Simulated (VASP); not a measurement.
An input for Ansatz (written as the equivalent of a VASP run, and not itself run):

Ansatz 0.2 input:
```yaml
crystal:
  lattice:
    - [2.7040000, 0.0000000, 0.0000000]
    - [0.0000000, 2.7040000, 0.0000000]
    - [0.0000000, 0.0000000, 2.7040000]
  atoms:
    - { symbol: Rh, position: [0.0000000, 0.0000000, 0.0000000] }
    - { symbol: O, position: [0.5000000, 0.5000000, 0.5000000] }
kpoints:
  mp_grid: { grid: [12, 12, 12] }
hamiltonian:
  xc: pbesol
  pseudopotentials: { kind: paw }
scf:
  occupations: { method: methfessel_paxton, width: 0.1 }
  max_iter: 100
relax:
  max_steps: 60
  f_tol: 0.01
  cell: {}
output: { forces: true, stress: true, eigenvalues: true }
```

Problem. Write the VASP files for the same calculation (PBEsol).

Solution. One answer among several that fit: 
KPOINTS:
```
Automatic
0
gamma
 12 12 12
0 0 0
```

### INCAR
```
ALGO=Normal   # blocked Davidson
NSW=60   # most ionic steps
ISIF=3   # ions, shape and volume
LASPH=.TRUE.
LCHARG=.FALSE.
SYSTEM=RhO
ISMEAR=1   # Methfessel-Paxton
NELM=100   # most electronic steps
EDIFF=1E-6   # SCF stop (eV)
GGA=PS   # PBEsol
SIGMA=0.1   # width (eV)
PREC=Accurate
ENCUT=520   # plane-wave cut-off (eV)
EDIFFG=-0.01   # ionic stop
IBRION=2   # conjugate gradients
LREAL=.FALSE.
LWAVE=.FALSE.
LMAXMIX=4   # l cut-off of mixed one-centre charges
```

**POSCAR**
```
RhO
1
    2.7040000000     0.0000000000     0.0000000000
    0.0000000000     2.7040000000     0.0000000000
    0.0000000000     0.0000000000     2.7040000000
Rh O
1 1
Direct
  0.0000000000   0.0000000000   0.0000000000
  0.5000000000   0.5000000000   0.5000000000
```

POTCAR, in this order: Rh_pv O (PBE.64 set). Program: vasp_std.

Limits of the translation: each code has its own PAW files, so the cut-off isn't converted (ENCUT is set for VASP's; basis.ecutwfc is left out, and Ansatz then takes the one that its files recommend); Ansatz stops its SCF on the density residual and VASP on the energy change (EDIFF).

The structure was generated: RhO was put into the CsCl type type (Pm-3m), which need not be its known phase. This run relaxes it. Symmetry was kept, so distortions that lower it aren't found.
